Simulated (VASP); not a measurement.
# Al2GaP3 (R-3m) in VASP: a series of runs

One crystal, Al2GaP3, is run at these levels: PBE; tasks: relaxation of cell and atoms.

Everything below comes from runs of VASP 6.6.1. Logs are shortened: lines on timing, memory, paths and dates and some standing lists are left out, and cuts for length are marked.

**1. The structure**

Symmetry: R-3m, No. 166, trigonal system. The conventional cell has a = 5.316 Å, b = 5.316 Å, c = 13.525 Å, α = 90.00°, β = 90.00°, γ = 120.00°. Al (site symmetry 3m) is surrounded by 3 Ga at 3.12 Å and 9 P at 3.15 to 3.21 Å and 4 Al at 3.27 to 3.37 Å. Ga (site symmetry -3m) is surrounded by 6 P at 2.73 Å and 6 Al at 3.12 Å. P (site symmetry 2/m) has 4 P at 2.66 Å and 2 Ga at 2.73 Å as nearest neighbours.

The cell was built by a generator and needn't be a form met in nature.

**2. Relaxation of cell and atoms, PBE**

File INCAR:

```
SYSTEM = Al2GaP3
PREC = Normal
ENCUT = 520
EDIFF = 1E-4
ISMEAR = 0
SIGMA = 0.15
LREAL = .False.
LASPH = .True.
NELM = 60
ALGO = Fast
ISIF = 3
LWAVE = .False.
LCHARG = .False.
GGA = PE
IBRION = 2
NSW = 24
EDIFFG = -0.08
```

File KPOINTS:

```
regular mesh
0
Gamma
  3 3 3
  0 0 0
```

File POSCAR:

```
Al2GaP3
1.0
    2.6580405200      1.5346204100      4.5083055300
   -2.6580405200      1.5346204100      4.5083055300
    0.0000000000     -3.0692408200      4.5083055300
Al Ga P
2 1 3
Direct
    0.1246170000      0.1246170000      0.1246170000
    0.8753830000      0.8753830000      0.8753830000
    0.5000000000      0.5000000000      0.5000000000
    0.0000000000      0.5000000000      0.5000000000
    0.5000000000      0.0000000000      0.5000000000
    0.5000000000      0.5000000000      0.0000000000
```

Potentials or basis: VASP PAW PBE potentials, release 64 (Al, Ga_d, P).

The run is started by

```bash
$ cat potpaw_PBE.64/Al/POTCAR potpaw_PBE.64/Ga_d/POTCAR potpaw_PBE.64/P/POTCAR > POTCAR
$ mpirun -np 1 vasp_std > vasp.out
```

OUTCAR:

```text
SYSTEM = Al2GaP3
   PREC = Normal
   ENCUT = 520
   EDIFF = 1E-4
   ISMEAR = 0
   LREAL = .False.
   LASPH = .True.
   NELM = 60
   ISIF = 3
   GGA = PE
   IBRION = 2
   NSW = 24
   EDIFFG = -0.08

 ion  position               nearest neighbor table
   1  0.125  0.125  0.125-   3 3.12   3 3.12   3 3.12   6 3.15   6 3.15   5 3.15   4 3.15   5 3.15
                             4 3.15   2 3.27   2 3.27   2 3.27
   2  0.875  0.875  0.875-   3 3.12   3 3.12   3 3.12   6 3.15   6 3.15   5 3.15   4 3.15   4 3.15
                             5 3.15   1 3.27   1 3.27   1 3.27
   3  0.500  0.500  0.500-   4 2.73   5 2.73   5 2.73   4 2.73   6 2.73   6 2.73   2 3.12   1 3.12
                             2 3.12   1 3.12   2 3.12   1 3.12
   4  0.000  0.500  0.500-   5 2.66   5 2.66   6 2.66   6 2.66   3 2.73   3 2.73   1 3.15   2 3.15
                             1 3.15   2 3.15
   5  0.500  0.000  0.500-   4 2.66   4 2.66   6 2.66   6 2.66   3 2.73   3 2.73   2 3.15   1 3.15
                             2 3.15   1 3.15
   6  0.500  0.500  0.000-   4 2.66   5 2.66   5 2.66   4 2.66   3 2.73   3 2.73   2 3.15   1 3.15
                             2 3.15   1 3.15

  LATTYP: Found a trigonal (rhomboedric) cell.
 ALAT       =     5.4539030025
 COS(alpha) =     0.5249510412

  Lattice vectors:

 A1 = (   2.6580405200,   1.5346204100,   4.5083055300)
 A2 = (  -2.6580405200,   1.5346204100,   4.5083055300)
 A3 = (   0.0000000000,  -3.0692408200,   4.5083055300)

Analysis of symmetry for initial positions (statically):
=====================================================================
 Subroutine PRICEL returns:
 Original cell was already a primitive cell.

 Routine SETGRP: Setting up the symmetry group for a
 trigonal (rhombohedral) supercell.

 Subroutine GETGRP returns: Found 12 space group operations
 (whereof 12 operations were pure point group operations)
 out of a pool of 12 trial point group operations.

The static configuration has the point symmetry D_3d.

Analysis of symmetry for dynamics (positions and initial velocities):
=====================================================================
 Subroutine PRICEL returns:
 Original cell was already a primitive cell.

 Routine SETGRP: Setting up the symmetry group for a
 trigonal (rhombohedral) supercell.

 Subroutine GETGRP returns: Found 12 space group operations
 (whereof 12 operations were pure point group operations)
 out of a pool of 12 trial point group operations.

The dynamic configuration has the point symmetry D_3d.

 Subroutine INISYM returns: Found 12 space group operations
 (whereof 12 operations are pure point group operations),
 and found     1 'primitive' translations

----------------------------------------------------------------------------------------

                                     Primitive cell

  volume of cell :     110.3385

  direct lattice vectors                    reciprocal lattice vectors
     2.658040520  1.534620410  4.508305530     0.188108494  0.108604490  0.073937609
    -2.658040520  1.534620410  4.508305530    -0.188108494  0.108604490  0.073937609
     0.000000000 -3.069240820  4.508305530     0.000000000 -0.217208980  0.073937609

  length of vectors
     5.453903002  5.453903002  5.453903003     0.229448275  0.229448275  0.229448275

  position of ions in fractional coordinates (direct lattice)
     0.124617000  0.124617000  0.124617000
     0.875383000  0.875383000  0.875383000
     0.500000000  0.500000000  0.500000000
     1.000000000  0.500000000  0.500000000
     0.500000000  1.000000000  0.500000000
     0.500000000  0.500000000  0.000000000

  ion indices of the primitive-cell ions
   primitive index   ion index
                 1           1
                 2           2
                 3           3
                 4           4
                 5           5
                 6           6

----------------------------------------------------------------------------------------

 KPOINTS: regular mesh

Automatic generation of k-mesh.
 Grid dimensions read from file:
 generate k-points for:    3    3    3

 Generating k-lattice:

  Cartesian coordinates                     Fractional coordinates (reciprocal lattice)
     0.062702831  0.036201497  0.024645870     0.333333333  0.000000000  0.000000000
    -0.062702831  0.036201497  0.024645870     0.000000000  0.333333333  0.000000000
     0.000000000 -0.072402993  0.024645870     0.000000000  0.000000000  0.333333333

  Length of vectors
     0.076482758  0.076482758  0.076482758

  Shift w.r.t. Gamma in fractional coordinates (k-lattice)
     0.000000000  0.000000000  0.000000000

 Subroutine IBZKPT returns following result:
 ===========================================

 Found      6 irreducible k-points:

 Following reciprocal coordinates:
            Coordinates               Weight
  0.000000  0.000000  0.000000      1.000000
  0.333333 -0.000000 -0.000000      6.000000
  0.333333  0.333333 -0.000000      6.000000
 -0.333333  0.333333  0.000000      6.000000
  0.333333  0.333333  0.333333      2.000000
 -0.333333  0.333333  0.333333      6.000000
   k-points           NKPTS =      6   k-points in BZ     NKDIM =      6   number of bands    NBANDS=     21
   number of dos      NEDOS =    301   number of ions     NIONS =      6
   total plane-waves  NPLWV =  27000
   dimension x,y,z NGX =    30 NGY =   30 NGZ =   30
   dimension x,y,z NGXF=    60 NGYF=   60 NGZF=   60
   ions per type =               2   1   3
   NGX,Y,Z   is equivalent  to a cutoff of   9.14,  9.14,  9.14 a.u.
   NGXF,Y,Z  is equivalent  to a cutoff of  18.29, 18.29, 18.29 a.u.
 SYSTEM =  Al2GaP3
   PREC   = normal    normal or accurate (medium, high low for compatibility)
   ISTART =      0    job   : 0-new  1-cont  2-samecut
   ICHARG =      2    charge: 1-file 2-atom 10-const
   ISPIN  =      1    spin polarized calculation?
   LNONCOLLINEAR =      F non collinear calculations
   LSORBIT =      F    spin-orbit coupling
   LASPH  =      T    aspherical Exc in radial PAW
   ENCUT  =  520.0 eV  38.22 Ry    6.18 a.u.  10.14 10.14 10.14*2*pi/ulx,y,z
   NELM   =     60;   NELMIN=  2; NELMDL= -5     # of ELM steps
   EDIFF  = 0.1E-03   stopping-criterion for ELM
   LREAL  =      F    real-space projection
   EDIFFG = -.8E-01   stopping-criterion for IOM
   NSW    =     24    number of steps for IOM
   IBRION =      2    ionic relax: 0-MD 1-quasi-New 2-CG
   NFREE  =      1    steps in history (QN), initial steepest desc. (CG)
   ISIF   =      3    stress and relaxation
   ISYM   =      2    0-nonsym 1-usesym 2-fastsym
   POTIM  = 0.5000    time-step for ionic-motion
   TEBEG  =    0.0;   TEEND  =   0.0 temperature during run
   PSTRESS=    0.0 pullay stress
   NELECT =      34.0000    total number of electrons
   NUPDOWN=      -1.0000    fix difference up-down
   EMIN   =  10.00;   EMAX   =-10.00  energy-range for DOS
   EFERMI =   0.00;   METHOD = LEGACY
   ISMEAR =     0;   SIGMA  =   0.15  broadening in eV -4-tet -1-fermi 0-gaus
   EFERMI_NEDOS =   21; number of points for ismear=-14 and -15
   IALGO  =     68    algorithm
   IMIX   =      4    mixing-type and parameters
     AMIX     =   0.40;   BMIX     =  1.00
     AMIX_MAG =   1.60;   BMIX_MAG =  1.00
  volume/ion in A,a.u.               =      18.39       124.10
  Fermi-wavevector in a.u.,A,eV,Ry     =   1.105755  2.089573 16.635751  1.222693
  Thomas-Fermi vector in A             =   2.242246
   LORBIT       =      0    0 simple, 1 ext, 2 COOP (PROOUT), +10 PAW based schemes
   GGA     = PE    functional components
   LHFCALC =     F    Hartree Fock is set to
   AEXX    =    0.0000 exact exchange contribution
   IVDW    =     0    specifies the selected vdW correction
   LEPSILON=     F    determine dielectric tensor
   LRPA    =     F    only Hartree local field effects (RPA)
 conjugate gradient relaxation of ions
 non-spin polarized calculation
 RMM-DIIS sequential band-by-band and
 Gauss-broadening in eV      SIGMA  =   0.15
  energy-cutoff  :      520.00
  volume of cell :      110.34
 maximum number of plane-waves:      2976
   NGX = 21   NGY = 21   NGZ = 21

--------------------------------------- Ionic step        1  -------------------------------------------

 number of electron      34.0000029 magnetization

 Free energy of the ion-electron system (eV)
  ---------------------------------------------------
  ext. energy  EPLUGINS =         0.00000000
  ---------------------------------------------------
  free energy    TOTEN  =       -23.49226329 eV

  energy without entropy =      -23.43553133  energy(sigma->0) =      -23.46389731

------------------------ aborting loop because EDIFF is reached ----------------------------------------

  FORCE on cell =-STRESS in cart. coord.  units (eV):
  Direction    XX          YY          ZZ          XY          YZ          ZX
  --------------------------------------------------------------------------------------
  -------------------------------------------------------------------------------------
  Total       -4.1949993     -4.1949993     -0.1447367      0.0000000      0.0000000      0.0000000
  in kB      -60.9137469    -60.9137469     -2.1016576      0.0000000      0.0000000      0.0000000
  external PRESSURE =     -41.3097171 kB  Pullay stress =       0.0000000 kB
[... 101 lines left out ...]
  FREE ENERGIE OF THE ION-ELECTRON SYSTEM (eV)
  ---------------------------------------------------
  free  energy   TOTEN  =       -23.7007037984 eV

  energy  without entropy=      -23.6582123398  energy(sigma->0) =      -23.67945807

[... ionic steps 4 to 9 ...]

--------------------------------------- Ionic step       10  -------------------------------------------

 number of electron      34.0000021 magnetization

------------------------ aborting loop because EDIFF is reached ----------------------------------------

  FORCE on cell =-STRESS in cart. coord.  units (eV):
  Direction    XX          YY          ZZ          XY          YZ          ZX
  --------------------------------------------------------------------------------------
  -------------------------------------------------------------------------------------
  Total        0.3083635      0.3083635     -0.1445786      0.0000000     -0.0000000     -0.0000000
  in kB        4.7173336      4.7173336     -2.2117575      0.0000000     -0.0000000     -0.0000000
  external PRESSURE =       2.4076366 kB  Pullay stress =       0.0000000 kB
[... 65 lines left out ...]
  energy  without entropy=      -25.2195764034  energy(sigma->0) =      -25.23786984

--------------------------------------- Ionic step       12  -------------------------------------------

 number of electron      34.0000018 magnetization

 Free energy of the ion-electron system (eV)
  ---------------------------------------------------
  ext. energy  EPLUGINS =         0.00000000
  ---------------------------------------------------
  free energy    TOTEN  =       -25.25764413 eV

  energy without entropy =      -25.21945652  energy(sigma->0) =      -25.23855032

 E-fermi :   7.1859     XC(G=0): -10.4386

 val. band max:        7.1189004851   @ k =   0.3333   0.3333  -0.0000
 cond. band min:       7.2181545963   @ k =   0.0000   0.0000   0.0000
 fundamental gap:      0.0992541112
 Fermi energy:         7.1859221056

 k-point     1 :       0.0000    0.0000    0.0000
  band No.  band energies     occupation
      1      -7.9508      2.00000
      2      -7.4313      2.00000
      3      -7.4313      2.00000
      4      -7.3977      2.00000
      5      -7.3977      2.00000
      6      -7.3908      2.00000
[... 166 lines left out ...]
  FREE ENERGIE OF THE ION-ELECTRON SYSTEM (eV)
  ---------------------------------------------------
  free  energy   TOTEN  =       -25.2576441322 eV

  energy  without entropy=      -25.2194565159  energy(sigma->0) =      -25.23855032

 reached required accuracy - stopping structural energy minimisation
```

It took 72 s on 1 thread of Intel Xeon Platinum 8488C (Sapphire Rapids), shared host; peak memory 0.17 GiB.

Results:

```yaml
Free_energy: -25.2576 eV
Relaxed_volume: 17.48 Å³/atom
Relaxed_cell: a = 6.087 Å, b = 6.087 Å, c = 6.087 Å, α = 45.59°, β = 45.59°, γ = 45.59°
Space_group_after_relaxing_to_0.05_Å: R-3m (No. 166)
Energy_gained_by_relaxing: 294.2 meV/atom
Ionic_steps: 12
Pressure_after_relaxing: -0.1 GPa
Largest_force_after_relaxing: 0.049 eV/Å
Band_gap_on_the_k_mesh: none (metal or under the smearing width)
```

Forces in eV/Å, atoms in the order of the input:
```
Al   0.000  0.000 -0.049
Al   0.000  0.000  0.049
Ga   0.000  0.000  0.000
P    0.000  0.000  0.000
P    0.000  0.000  0.000
P    0.000  0.000  0.000
```

Stress tensor (GPa, compression positive):
```
-0.21  0.00  0.00
 0.00 -0.21  0.00
 0.00  0.00  0.05
```

Step by step:
```tsv
step	energy change (eV)	largest force (eV/Å)	pressure (GPa)	volume (Å³)
1	0.0000	0.0625	-4.13	110.34
2	-0.1899	0.0444	-0.15	102.90
3	-0.2084	0.1322	1.70	100.36
4	-0.4049	0.5345	1.71	100.41
5	-1.5381	0.3185	0.78	99.75
6	-0.2678	0.4210	17.30	95.08
7	-1.6876	0.1303	4.37	98.74
8	-1.7100	0.0309	3.35	98.98
9	-1.7324	0.1010	-1.86	109.45
10	-1.7639	0.0832	0.24	104.73
11	-1.7639	0.0838	-0.06	104.85
12	-1.7654	0.0489	-0.12	104.88
```

Final structure:
```
CELL_PARAMETERS angstrom
2.35843 1.36164 5.44350
-2.35843 1.36164 5.44350
0.00000 -2.72327 5.44350
ATOMIC_POSITIONS crystal
Al 0.12639 0.12639 0.12639
Al 0.87361 0.87361 0.87361
Ga 0.50000 0.50000 0.50000
P 0.00000 0.50000 0.50000
P 0.50000 0.00000 0.50000
P 0.50000 0.50000 0.00000
```

Caveat: the k mesh is coarse (spacing up to 0.48 Å⁻¹), so the values aren't converged; the relaxation stopped at a loose force limit of 0.08 eV/Å, so its end isn't a converged minimum.

**3. Relaxation of cell and atoms, PBE**

This run uses another cell than the first one, of 18.99 Å³/atom, 1.033 times its volume.

INCAR is that of step 2.

KPOINTS is that of step 2.

File POSCAR:

```
Al2GaP3
1.0
    5.4930016200      0.0000000000      0.0000000000
   -2.7465008100      4.7570789400      0.0000000000
    0.0000000000      0.0000000000      4.3614381500
Al Ga P
2 1 3
Direct
    0.3333333300      0.6666666700      0.0000000000
    0.6666666700      0.3333333300      0.0000000000
    0.0000000000      0.0000000000      0.5000000000
    0.5000000000      0.0000000000      0.0000000000
    0.0000000000      0.5000000000      0.0000000000
    0.5000000000      0.5000000000      0.0000000000
```

Potentials or basis: VASP PAW PBE potentials, release 64 (Al, Ga_d, P).

The run is started by

```bash
$ cat potpaw_PBE.64/Al/POTCAR potpaw_PBE.64/Ga_d/POTCAR potpaw_PBE.64/P/POTCAR > POTCAR
$ mpirun -np 1 vasp_std > vasp.out
```

It took 3.9 min on 1 thread of Intel Xeon Platinum 8488C (Sapphire Rapids), shared host; peak memory 0.18 GiB.

It converged, with:

```
Free energy                            : -24.2612 eV
Relaxed volume                         : 24.18 Å³/atom
Relaxed cell                           : a = 7.871 Å, b = 7.871 Å, c = 2.704 Å, α = 90.00°, β = 90.00°, γ = 120.00°
Space group after relaxing (to 0.05 Å) : P6/mmm (No. 191)
Energy gained by relaxing              : 7189.4 meV/atom
Ionic steps                            : 24
Pressure after relaxing                : 0.0 GPa
Band gap on the k mesh                 : none (metal or under the smearing width)
```

Stress tensor (GPa, compression positive):
```
 0.13  0.00  0.00
 0.00  0.13  0.00
 0.00  0.00 -0.16
```

The path:
```csv
step,energy change (eV),largest force (eV/Å),pressure (GPa),volume (Å³)
1,0.0000,0.0000,144.59,113.97
2,7.0725,0.0000,-29.98,569.33
3,732.6500,0.0000,-16.57,289.78
4,-5.0186,0.0000,9.86,248.60
5,-26.6519,0.0000,-5.41,259.57
6,-39.3581,0.0000,-5.18,254.76
7,-40.5997,0.0000,0.69,212.39
8,-40.7334,0.0000,-0.20,215.28
9,-40.7342,0.0000,-1.02,216.71
10,-40.7713,0.0000,-0.41,212.19
11,-40.8813,0.0000,0.09,200.32
12,-41.2104,0.0000,0.95,177.04
13,-42.5993,0.0000,7.84,132.27
14,-42.4786,0.0000,4.46,143.03
15,-42.5984,0.0000,6.39,135.39
16,-42.6107,0.0000,6.59,134.96
17,-42.6412,0.0000,6.94,133.67
18,-42.6715,0.0000,8.03,131.06
19,-42.7026,0.0000,7.19,131.50
20,-42.7885,0.0000,6.25,132.83
21,-42.9299,0.0000,4.75,135.50
22,-43.1000,0.0000,1.81,140.92
23,-43.0516,0.0000,-2.49,152.03
24,-43.1362,0.0000,0.03,145.07
```

Final structure:
```
Al Ga P
1.0
     7.87135    0.00000    0.00000
    -3.93567    6.81679    0.00000
     0.00000    0.00000    2.70356
Al Ga P
2 1 3
Direct
  0.33333 0.66667 0.00000
  0.66667 0.33333 0.00000
  0.00000 0.00000 0.50000
  0.50000 0.00000 0.00000
  0.00000 0.50000 0.00000
  0.50000 0.50000 0.00000
```

Levels at points of the mesh, in eV from the Fermi level:
| k point | band 15 | band 16 | band 17 | band 18 | band 19 | band 20 |
| --- | --- | --- | --- | --- | --- | --- |
| (0.00, 0.00, 0.00) | -2.24 | -0.90 | 1.08 | 1.08 | 4.88 | 5.44 |

Caveat: the k mesh is coarse (spacing up to 0.48 Å⁻¹), so the values aren't converged; the volume moved by over 15 % at a fixed basis, so the end points are rough; the relaxation stopped at a loose force limit of 0.08 eV/Å, so its end isn't a converged minimum.

(Continued in part 2 of 2.)
